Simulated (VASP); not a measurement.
All values below come from optB86b-vdW, VASP's PBE PAW potentials (set 64) (plane waves; VASP).

VASP ran on this input.

**INCAR**
```
ALGO = Normal   # blocked Davidson
GGA = MK
LASPH = .TRUE.   # aspherical one-centre terms
LCHARG = .FALSE.
ISIF = 2   # forces and stress, cell fixed
NELM = 100   # most electronic steps
PARAM1 = 0.1234
ENCUT = 520
AGGAC = 0.0
PREC = Accurate
EDIFF = 1E-7
ISMEAR = 1   # Methfessel-Paxton
LREAL = .FALSE.   # projection in real space or not
PARAM2 = 1.0
LUSE_VDW = .TRUE.
SIGMA = 0.1   # width (eV)
SYSTEM = InAs
LMAXMIX = 4   # l cut-off of mixed one-centre charges
LWAVE = .FALSE.
```

File POSCAR:
```
InAs
1
    0.0000000000     3.1021187350     3.1021187350
    3.1021187350     0.0000000000     3.1021187350
    3.1021187350     3.1021187350     0.0000000000
In As
1 1
Direct
  0.0000000000   0.0000000000   0.0000000000
  0.2500000000   0.2500000000   0.2500000000
```

File KPOINTS:
```
Automatic mesh
0
Gamma
10 10 10
0 0 0
```

POTCAR, in this order: In_d As (PBE.64 set). Program: vasp_std.

Unless said otherwise, spin-orbit coupling is left out, though it shifts the bands of the heavy elements here.

Question: Predict the energy per atom (σ→0), pressure, band gap (on the k-mesh).

Answer: 
```json
{
  "energy per atom (σ→0)": "-1.538 eV/atom",
  "band gap (on the k-mesh)": "none (metal, semimetal or under 0.01 eV)",
  "pressure": "-1.45 GPa"
}
```

### OSZICAR
```
...
DAV:  10    -0.307638779910E+01   -0.62374E-04   -0.12528E-04  1867   0.135E-01    0.701E-02
DAV:  11    -0.307641313038E+01   -0.25331E-04   -0.86805E-05  1252   0.108E-01    0.514E-02
DAV:  12    -0.307641425134E+01   -0.11210E-05   -0.84397E-06  1317   0.241E-02    0.123E-02
DAV:  13    -0.307641436628E+01   -0.11494E-06   -0.11909E-06  1497   0.670E-03    0.868E-03
DAV:  14    -0.307641454001E+01   -0.17373E-06   -0.75343E-08   954   0.352E-03    0.347E-03
DAV:  15    -0.307641467028E+01   -0.13027E-06   -0.45187E-08   806   0.221E-03    0.476E-04
DAV:  16    -0.307641468280E+01   -0.12513E-07   -0.76809E-09   656   0.117E-03
   1 F= -.30764147E+01 E0= -.30764940E+01  d E =0.237844E-03
```

The compound is InAs in the zinc blende structure. This cell is one point of a volume scan, at 1.03 of the reference volume.
